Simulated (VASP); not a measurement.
A convergence study with VASP on BeTe (zinc blende): one setting is varied, all else stays as given below, so the limit is that of these other settings.

```xyz
2
Lattice="0.0000 2.8150 2.8150 2.8150 0.0000 2.8150 2.8150 2.8150 0.0000" Properties=species:S:1:pos:R:3 pbc="T T T"
Be     0.0000     0.0000     0.0000
Te     1.4075     1.4075     1.4075
```

Calculation: PBE GGA, VASP's PBE PAW potentials (set 64) (plane waves; VASP). The tightest run used: 550 eV cut-off, 13×13×13 Monkhorst-Pack mesh, Gaussian smearing of 0.050 eV, potentials Be Te.

The settings run are 1×1×1 mesh; 2×2×2 mesh; 3×3×3 mesh; 4×4×4 mesh; 5×5×5 mesh; 6×6×6 mesh; 7×7×7 mesh; 8×8×8 mesh; 9×9×9 mesh; 10×10×10 mesh; 11×11×11 mesh; 12×12×12 mesh; 13×13×13 mesh. From which on does the stress (every component) stay within 0.2 GPa of the tightest run?

From 4×4×4 mesh on: it is off by 0.00 there and by no more than 0.2 in any finer run, while 3×3×3 mesh is off by 1.65.
| setting | E (eV/atom) | pressure (GPa) | irreducible k-points | difference judged (GPa) |
|---|---|---|---|---|
| 1×1×1 mesh | 3.7177 | 59.29 | 1 | 58.09 |
| 2×2×2 mesh | -3.7750 | 1.54 | 2 | 0.35 |
| 3×3×3 mesh | -3.6472 | 2.85 | 4 | 1.65 |
| 4×4×4 mesh | -3.8107 | 1.20 | 10 | 0.00 |
| 5×5×5 mesh | -3.8000 | 1.33 | 10 | 0.14 |
| 6×6×6 mesh | -3.8109 | 1.20 | 28 | 0.00 |
| 7×7×7 mesh | -3.8099 | 1.21 | 20 | 0.01 |
| 8×8×8 mesh | -3.8109 | 1.20 | 60 | 0.00 |
| 9×9×9 mesh | -3.8108 | 1.20 | 35 | 0.00 |
| 10×10×10 mesh | -3.8109 | 1.20 | 110 | 0.00 |
| 11×11×11 mesh | -3.8109 | 1.20 | 56 | 0.00 |
| 12×12×12 mesh | -3.8109 | 1.20 | 182 | 0.00 |
| 13×13×13 mesh | -3.8109 | 1.20 | 84 | 0.00 |

Left out are rungs that failed or repeat a setting and relaxations that didn't move; long series are thinned to 24 rows.

The compound is BeTe in the zinc blende structure. The cell was not relaxed at this level.
